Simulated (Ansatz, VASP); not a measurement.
# Mg2B4H30C11S4O6F16: VASP beside Ansatz

Wanted: the spread between two codes on one cell, functional and k mesh. Of the first pair: The structure shown is the start of the Ansatz relaxation below; VASP solves that cell, so the two are compared at the walk's first step.

Method: plane waves, with VASP 6.6.1 beside it; single point at PBE with D4, in Ansatz 0.2.0.

### 1. The structure

The cell holds 73 atoms: 11 C, 6 O, 30 H, 4 S, 4 B, 16 F and 2 Mg. Cell: a = 9.474 Å, b = 9.474 Å, c = 9.474 Å, α = 90.0°, β = 90.0°, γ = 90.0°.

### 2. Ansatz: relaxation, PBE with D4

Ansatz runs on its default PAW (the set named soft_2) files.

The two programs are compared at the cell with which this relaxation starts, whose forces are those of its first step.

Input file input.yaml:

```yaml
crystal:
  lattice:
    - [9.47375, 0.0, 0.0]
    - [0.0, 9.47375, 0.0]
    - [0.0, 0.0, 9.47375]
  atoms:
    - { symbol: C, position: [0.11961, 0.61783, 0.52324] }
    - { symbol: C, position: [0.23285, 0.60421, 0.41256] }
    - { symbol: O, position: [0.15609, 0.52964, 0.30984] }
    - { symbol: C, position: [0.03186, 0.61303, 0.31013] }
    - { symbol: O, position: [0.00472, 0.67245, 0.44936] }
    - { symbol: H, position: [0.13875, 0.68596, 0.61063] }
    - { symbol: H, position: [0.07071, 0.51726, 0.56139] }
    - { symbol: H, position: [0.31551, 0.54055, 0.45997] }
    - { symbol: H, position: [0.28071, 0.70285, 0.36758] }
    - { symbol: H, position: [0.04164, 0.697, 0.22998] }
    - { symbol: H, position: [0.9465, 0.53788, 0.2903] }
    - { symbol: C, position: [0.75724, 0.79172, 0.11967] }
    - { symbol: S, position: [0.79812, 0.71075, 0.95016] }
    - { symbol: C, position: [0.8636, 0.86309, 0.86896] }
    - { symbol: O, position: [0.65876, 0.67216, 0.88703] }
    - { symbol: H, position: [0.70473, 0.71378, 0.18009] }
    - { symbol: H, position: [0.85611, 0.82298, 0.16458] }
    - { symbol: H, position: [0.68765, 0.88062, 0.09418] }
    - { symbol: H, position: [0.78776, 0.95118, 0.85978] }
    - { symbol: H, position: [0.96225, 0.89307, 0.91129] }
    - { symbol: H, position: [0.89316, 0.82658, 0.76238] }
    - { symbol: C, position: [0.04184, 0.05039, 0.51286] }
    - { symbol: S, position: [0.2106, 0.15027, 0.4816] }
    - { symbol: C, position: [0.20577, 0.22971, 0.65898] }
    - { symbol: O, position: [0.17416, 0.26754, 0.37791] }
    - { symbol: H, position: [0.05416, 0.97239, 0.59218] }
    - { symbol: H, position: [0.96118, 0.13281, 0.56005] }
    - { symbol: H, position: [0.00438, 0.99195, 0.42236] }
    - { symbol: H, position: [0.21347, 0.34157, 0.65614] }
    - { symbol: H, position: [0.10288, 0.21476, 0.7001] }
    - { symbol: H, position: [0.29108, 0.17488, 0.72733] }
    - { symbol: C, position: [0.57221, 0.17786, 0.61768] }
    - { symbol: S, position: [0.51656, 0.35893, 0.5968] }
    - { symbol: C, position: [0.69354, 0.41712, 0.53316] }
    - { symbol: O, position: [0.48705, 0.40954, 0.74329] }
    - { symbol: H, position: [0.52362, 0.1137, 0.53211] }
    - { symbol: H, position: [0.69274, 0.16789, 0.62555] }
    - { symbol: H, position: [0.54279, 0.13805, 0.725] }
    - { symbol: H, position: [0.67954, 0.53307, 0.51782] }
    - { symbol: H, position: [0.77855, 0.41096, 0.61887] }
    - { symbol: H, position: [0.73986, 0.36586, 0.43386] }
    - { symbol: C, position: [0.39385, 0.99221, 0.2038] }
    - { symbol: S, position: [0.34866, 0.06813, 0.03296] }
    - { symbol: C, position: [0.52799, 0.13282, 0.99964] }
    - { symbol: O, position: [0.2496, 0.19028, 0.06715] }
    - { symbol: H, position: [0.46752, 0.06934, 0.26674] }
    - { symbol: H, position: [0.29797, 0.96755, 0.25977] }
    - { symbol: H, position: [0.44647, 0.89504, 0.16019] }
    - { symbol: H, position: [0.514, 0.21504, 0.91851] }
    - { symbol: H, position: [0.57904, 0.17524, 0.09403] }
    - { symbol: H, position: [0.58553, 0.04897, 0.95038] }
    - { symbol: B, position: [0.44678, 0.80867, 0.64748] }
    - { symbol: F, position: [0.33608, 0.84599, 0.54996] }
    - { symbol: F, position: [0.45945, 0.66566, 0.6771] }
    - { symbol: F, position: [0.41078, 0.8503, 0.78786] }
    - { symbol: F, position: [0.58739, 0.84544, 0.59884] }
    - { symbol: B, position: [0.49999, 0.49135, 0.17995] }
    - { symbol: F, position: [0.59537, 0.50936, 0.28676] }
    - { symbol: F, position: [0.54513, 0.48542, 0.03801] }
    - { symbol: F, position: [0.39542, 0.59456, 0.14667] }
    - { symbol: F, position: [0.40659, 0.37203, 0.20744] }
    - { symbol: B, position: [0.88787, 0.25513, 0.11492] }
    - { symbol: F, position: [0.88682, 0.14606, 0.00276] }
    - { symbol: F, position: [0.80881, 0.3684, 0.06653] }
    - { symbol: F, position: [0.0282, 0.27807, 0.15228] }
    - { symbol: F, position: [0.81509, 0.20903, 0.23118] }
    - { symbol: B, position: [0.13573, 0.58137, 0.91501] }
    - { symbol: F, position: [0.12347, 0.71901, 0.95657] }
    - { symbol: F, position: [0.13171, 0.50276, 0.04283] }
    - { symbol: F, position: [0.28076, 0.56759, 0.87127] }
    - { symbol: F, position: [0.05656, 0.54574, 0.80308] }
    - { symbol: Mg, position: [0.49134, 0.57547, 0.85416] }
    - { symbol: Mg, position: [0.20859, 0.36163, 0.20369] }
kpoints:
  mp_grid: { grid: [1, 1, 1] }
hamiltonian:
  xc: pbe
  dispersion: d4
scf:
  occupations: { method: fixed }
output:
  forces: true
relax:
  f_tol: 0.03
  max_steps: 200
  cell: {}
```

Started as:

```
> ansatz run input.yaml --threads 4 --pin off --max-ram 8192MiB --backend cpu --events-out ev --progress --plain --runs-dir out
```

Numbers of over 12 decimals in the logs are rounded to 6 here.

The program printed:

```text
Engine: ansatz 0.2.0, aarch64-unknown-linux-gnu
Pseudopotentials: kind: paw
Pseudopotential: C, paw, valence charge 4, recommended cutoff 420 eV (normal), C.paw.azcp
Pseudopotential: O, paw, valence charge 6, recommended cutoff 420 eV (normal), O.paw.azcp
Pseudopotential: H, paw, valence charge 1, recommended cutoff 420 eV (normal), H.paw.azcp
Pseudopotential: S, paw, valence charge 6, recommended cutoff 420 eV (normal), S.paw.azcp
Pseudopotential: B, paw, valence charge 3, recommended cutoff 420 eV (normal), B.paw.azcp
Pseudopotential: F, paw, valence charge 7, recommended cutoff 420 eV (normal), F.paw.azcp
Pseudopotential: Mg, paw, valence charge 10, recommended cutoff 420 eV (normal), Mg.paw.azcp
Functional definition: PBE
  parameter kappa = 0.804
  parameter beta = 0.066725
  exchange = pbe_x(kappa = kappa, mu = beta*pi^2/3)
  correlation = pbe_c(beta = beta)
Crystal: 73 atoms, lattice volume = 850.287 Å³
Basis set: ecut = 420 eV, 16663 PW (Γ), exchange–correlation on 128×128×128 points (8 copies of the dense FFT grid, shifted against one another)
Bands: 212, of which v1, the nominal top of the filled ones, is band 139 counted from 1 (138 counted from 0)
Symmetry: 1 space group operations
Space group: P1 (ITA 1), of the structure as read, at distance tolerance 9.5e-5 Å
k-points: 1
Non-local potential: C, projectors of the file, l = 0: 2, l = 1: 2, l = 2: 1
Non-local potential: O, projectors of the file, l = 0: 2, l = 1: 2, l = 2: 1
Non-local potential: H, projectors of the file, l = 0: 2, l = 1: 1
Non-local potential: S, projectors of the file, l = 0: 2, l = 1: 2, l = 2: 2
Non-local potential: B, projectors of the file, l = 0: 2, l = 1: 2, l = 2: 1
Non-local potential: F, projectors of the file, l = 0: 2, l = 1: 2, l = 2: 1
Non-local potential: Mg, projectors of the file, l = 0: 3, l = 1: 2, l = 2: 1
PAW form: soft (Blöchl's): semilocal exchange-correlation on the pseudo side does not see the compensation charge
PAW one-centre angular grid: C, 110 points (default); XC on 64 Gauss nodes
PAW one-centre angular grid: O, 110 points (default); XC on 64 Gauss nodes
PAW one-centre angular grid: H, 110 points (default); XC on 64 Gauss nodes
PAW one-centre angular grid: S, 110 points (default); XC on 64 Gauss nodes
PAW one-centre angular grid: B, 110 points (default); XC on 64 Gauss nodes
PAW one-centre angular grid: F, 110 points (default); XC on 64 Gauss nodes
PAW one-centre angular grid: Mg, 110 points (default); XC on 64 Gauss nodes
Initial density: superposition of atomic densities (neutral atoms: chi_scale 0, normalization atom), corrected by the library's trained network
Initial wavefunctions: pseudopotential atomic-orbital guess
Functional: x = pbe(κ = 0.804, μ = 0.219515), c = pbe(β = 0.066725)
SCF iter   1: F=—  HF=-27676.720541 eV  |F-HF|=—  |Δ(HF+E_count)|=         —  Δρ=6.33e-3  dr2=4.93e-1  ethr=1.77e-3  ⟨swp⟩=5.0  Hψ=694  notcnv=0  defer=71
preconditioner: auto → Resta (q_TF=auto, 2.264 Å⁻¹)  ε∞=2.5  [insulator: Δε(μ)=4.772 eV  Ē_g=16.260 eV  n_scr=170 (ndim 8)  ℏωp=20.1 eV  f_vac=0.259  ε∞_Penn≈2.5]
SCF iter   2: F=—  HF=-27676.602197 eV  |F-HF|=—  |Δ(HF+E_count)|=   1.18e-1  Δρ=3.38e-3  dr2=9.50e-2  ethr=1.77e-4  ⟨swp⟩=3.0  Hψ=337  notcnv=0  defer=71
SCF iter   3: F=—  HF=-27676.585292 eV  |F-HF|=—  |Δ(HF+E_count)|=   1.69e-2  Δρ=1.43e-3  dr2=3.16e-2  ethr=3.42e-5  ⟨swp⟩=3.0  Hψ=261  notcnv=0  defer=37
automatic band count: iteration 3 solves 178 bands in place of 212: the levels show a gap, and the empty bands left out lie too high to hold charge; the band table lists the bands solved (type scf.n_extra_bands for more)
SCF iter   4: F=—  HF=-27676.577549 eV  |F-HF|=—  |Δ(HF+E_count)|=   7.74e-3  Δρ=5.54e-4  dr2=3.65e-3  ethr=1.14e-5  ⟨swp⟩=3.0  Hψ=260  notcnv=0  defer=37
SCF iter   5: F=—  HF=-27676.576791 eV  |F-HF|=—  |Δ(HF+E_count)|=   7.57e-4  Δρ=2.83e-4  dr2=6.86e-4  ethr=1.31e-6  ⟨swp⟩=2.0  Hψ=319  notcnv=0  defer=37
SCF iter   6: F=—  HF=-27676.576718 eV  |F-HF|=—  |Δ(HF+E_count)|=   7.35e-5  Δρ=1.20e-4  dr2=1.10e-4  ethr=2.47e-7  ⟨swp⟩=2.0  Hψ=263  notcnv=0  defer=37
SCF iter   7: F=—  HF=-27676.576712 eV  |F-HF|=—  |Δ(HF+E_count)|=   6.11e-6  Δρ=3.40e-5  dr2=9.89e-6  ethr=3.96e-8  ⟨swp⟩=2.0  Hψ=263  notcnv=0  defer=37
SCF iter   8: F=—  HF=-27676.577783 eV  |F-HF|=—  |Δ(HF+E_count)|=   1.07e-3  Δρ=1.45e-5  dr2=1.56e-6  ethr=3.56e-9  ⟨swp⟩=2.0  Hψ=317  notcnv=0  defer=37
SCF iter   9: F=—  HF=-27676.577784 eV  |F-HF|=—  |Δ(HF+E_count)|=   1.85e-7  Δρ=6.37e-6  dr2=2.90e-7  ethr=5.59e-10  ⟨swp⟩=2.0  Hψ=263  notcnv=0  defer=37
SCF iter  10: F=-27676.577784 eV  HF=-27676.577784 eV  |F-HF|=8.69e-9  |Δ(HF+E_count)|=   2.16e-8  Δρ=1.91e-6  dr2=3.14e-8  ethr=3.60e-11  ⟨swp⟩=5.0  Hψ=587  notcnv=0
SCF 1 converged in 10 iterations: F = -27676.577784 eV  dr2 = 3.14e-8
[...]
atom  34  C      0.00325232     0.00284637     0.00795583
  atom  35  O      0.00094117     0.00322125    -0.00195866
  atom  36  H      0.00160481     0.00077062     0.00083858
  atom  37  H     -0.00036944     0.00223211    -0.00172547
  atom  38  H      0.00087809    -0.00041639     0.00036589
  atom  39  H     -0.00222574    -0.00644063    -0.00125766
  atom  40  H      0.00039399     0.00447306    -0.00385469
  atom  41  H     -0.00085120    -0.00014559    -0.00200876
  atom  42  C     -0.00464332     0.00148986    -0.01008338
  atom  43  S      0.00254308     0.00508503    -0.00078004
  atom  44  C     -0.00754217    -0.00230156     0.00276730
  atom  45  O      0.00364969    -0.00776901     0.00346304
  atom  46  H      0.00100977    -0.00080266     0.00415774
  atom  47  H      0.00031202     0.00003682     0.00215243
  atom  48  H     -0.00123655     0.00098854     0.00041482
  atom  49  H      0.00180052     0.00031834    -0.00232897
  atom  50  H      0.00285895     0.00099169     0.00312255
  atom  51  H      0.00072419    -0.00095104    -0.00094975
  atom  52  B      0.01026269     0.00381870    -0.00030424
  atom  53  F     -0.00651837     0.00039308     0.00161078
  atom  54  F     -0.00302211    -0.00149153     0.00067815
  atom  55  F     -0.00054211    -0.00268837    -0.00045859
  atom  56  F     -0.00095383     0.00161770     0.00146377
  atom  57  B     -0.00173448    -0.00993276    -0.00022138
[...]
atom  66  F      0.00983150     0.00521012    -0.00469120
  atom  67  B     -0.00035005     0.01163939     0.00879849
  atom  68  F      0.00404416    -0.00427746     0.00121975
  atom  69  F     -0.00108226    -0.00195945    -0.00261776
  atom  70  F     -0.00354558    -0.00210074    -0.00406356
  atom  71  F      0.00120042    -0.00454237    -0.00332578
  atom  72  Mg    -0.00410130     0.00158981     0.00217928
  atom  73  Mg    -0.00361931     0.00032778    -0.00179761
  max |Σ_I F_I| component: 3.30e-5 eV/Å
--- Stress (GPa, compression-positive) ---
        0.011059      -0.024489      -0.010692
       -0.024492      -0.006313       0.004023
       -0.010694       0.004023      -0.006266
  P = ⅓ Tr σ = -0.0005 GPa (-0.005 kbar)
--- Relaxed structure (61 steps of the walk, 58 accepted, 4 SCFs on fresh bases) ---
  F+E_penalty+E_count = -27682.95289660 eV   max|allowed force component| = 2.717e-2 eV/Å   (the final SCF, on the basis selected at the relaxed cell)
  cell:  # Å, volume = 804.5199 Å³
    - [9.314730, -0.636915, -0.258977]
    - [-0.636915, 9.465722, 0.076537]
    - [-0.258977, 0.076537, 9.174320]
  atoms:
    - { symbol: C, position: [0.159971, 0.683721, 0.471750] }
    - { symbol: C, position: [0.199312, 0.533499, 0.457434] }
    - { symbol: O, position: [0.122838, 0.482816, 0.321884] }
    - { symbol: C, position: [0.043322, 0.594821, 0.266943] }
    - { symbol: O, position: [0.117003, 0.721586, 0.325180] }
    - { symbol: H, position: [0.252825, 0.759704, 0.509014] }
    - { symbol: H, position: [0.069809, 0.685371, 0.544098] }
    - { symbol: H, position: [0.163727, 0.462008, 0.547147] }
    - { symbol: H, position: [0.315458, 0.534901, 0.445107] }
    - { symbol: H, position: [0.042908, 0.598337, 0.147849] }
    - { symbol: H, position: [0.931874, 0.572979, 0.303795] }
    - { symbol: C, position: [0.785077, 0.857001, 0.208094] }
    - { symbol: S, position: [0.783530, 0.751200, 1.047832] }
    - { symbol: C, position: [0.905353, 0.869724, 0.942712] }
    - { symbol: O, position: [0.633300, 0.758120, 0.971079] }
    - { symbol: H, position: [0.708070, 0.799163, 0.281026] }
    - { symbol: H, position: [0.895132, 0.866444, 0.259098] }
    - { symbol: H, position: [0.755163, 0.961752, 0.177747] }
    - { symbol: H, position: [0.868690, 0.974680, 0.934347] }
    - { symbol: H, position: [1.013299, 0.876065, 0.997810] }
    - { symbol: H, position: [0.905075, 0.820119, 0.835894] }
    - { symbol: C, position: [-0.065491, 0.118479, 0.536836] }
    - { symbol: S, position: [0.094867, 0.067475, 0.463923] }
    - { symbol: C, position: [0.187716, 0.030735, 0.634975] }
    - { symbol: O, position: [0.183306, 0.204736, 0.409948] }
    - { symbol: H, position: [-0.125649, 1.023679, 0.586095] }
    - { symbol: H, position: [0.965992, 0.201928, 0.617990] }
    - { symbol: H, position: [-0.130262, 1.155670, 0.444333] }
    - { symbol: H, position: [0.294858, 0.00543614, 0.610796] }
    - { symbol: H, position: [0.195784, 0.125403, 0.703189] }
    - { symbol: H, position: [0.125996, -0.061071, 0.687308] }
    - { symbol: C, position: [0.539586, 0.276866, 0.532672] }
    - { symbol: S, position: [0.587179, 0.459552, 0.583246] }
    - { symbol: C, position: [0.780682, 0.466163, 0.586425] }
    - { symbol: O, position: [0.553809, 0.460909, 0.746076] }
    - { symbol: H, position: [0.582294, 0.264149, 0.425518] }
    - { symbol: H, position: [0.585059, 0.208240, 0.615424] }
    - { symbol: H, position: [0.421225, 0.256077, 0.523501] }
    - { symbol: H, position: [0.826981, 0.575218, 0.613525] }
    - { symbol: H, position: [0.813225, 0.391740, 0.670769] }
    - { symbol: H, position: [0.809735, 0.438329, 0.477620] }
    - { symbol: C, position: [0.397411, 0.960332, 0.174437] }
    - { symbol: S, position: [0.299127, 0.035994, 0.025981] }
    - { symbol: C, position: [0.446266, 0.149708, 0.950335] }
    - { symbol: O, position: [0.201789, 0.131520, 0.093196] }
    - { symbol: H, position: [0.456192, 0.045120, 0.242467] }
    - { symbol: H, position: [0.318754, 0.889901, 0.235354] }
    - { symbol: H, position: [0.472370, 0.896701, 0.126952] }
    - { symbol: H, position: [0.399905, 0.216913, 0.867024] }
    - { symbol: H, position: [0.506800, 0.214909, 0.036026] }
    - { symbol: H, position: [0.515758, 0.081778, 0.900481] }
    - { symbol: B, position: [0.577763, 0.853315, 0.622613] }
    - { symbol: F, position: [0.512899, 0.872008, 0.484817] }
    - { symbol: F, position: [0.473783, 0.753108, 0.703390] }
    - { symbol: F, position: [0.603370, 0.980225, 0.699644] }
    - { symbol: F, position: [0.705140, 0.790651, 0.616043] }
    - { symbol: B, position: [0.477100, 0.505662, 0.187710] }
    - { symbol: F, position: [0.606675, 0.520934, 0.269411] }
    - { symbol: F, position: [0.502200, 0.476414, 0.037641] }
    - { symbol: F, position: [0.405513, 0.623611, 0.191186] }
    - { symbol: F, position: [0.384740, 0.380866, 0.238352] }
    - { symbol: B, position: [0.816342, 0.257585, 0.117533] }
    - { symbol: F, position: [0.795854, 0.175479, -0.00825246] }
    - { symbol: F, position: [0.823111, 0.401169, 0.087243] }
    - { symbol: F, position: [-0.043313, 0.232253, 0.190640] }
    - { symbol: F, position: [0.711604, 0.210204, 0.218612] }
    - { symbol: B, position: [0.157277, 0.476627, 0.876326] }
    - { symbol: F, position: [0.036821, 0.542334, 0.842775] }
    - { symbol: F, position: [0.159023, 0.426810, 0.025003] }
    - { symbol: F, position: [0.284570, 0.584689, 0.866432] }
    - { symbol: F, position: [0.171028, 0.365676, 0.784044] }
    - { symbol: Mg, position: [0.499206, 0.611286, 0.865597] }
    - { symbol: Mg, position: [0.169165, 0.299999, 0.209248] }
```

(Part 1 of 2 ends here.)

[Lines on the potential files, build, host, timing and source positions are cut from VASP's logs without a mark.]

[Logs are printed without paths, hosts, clocks, repeated set-up lines and the standing remarks that a program may print on its own settings, such as how far it seeks lower states.]

[Hosts, paths, dates, database ids (printed as entryN), source tags and the programs' standing remarks are cut or masked in the printed files.]
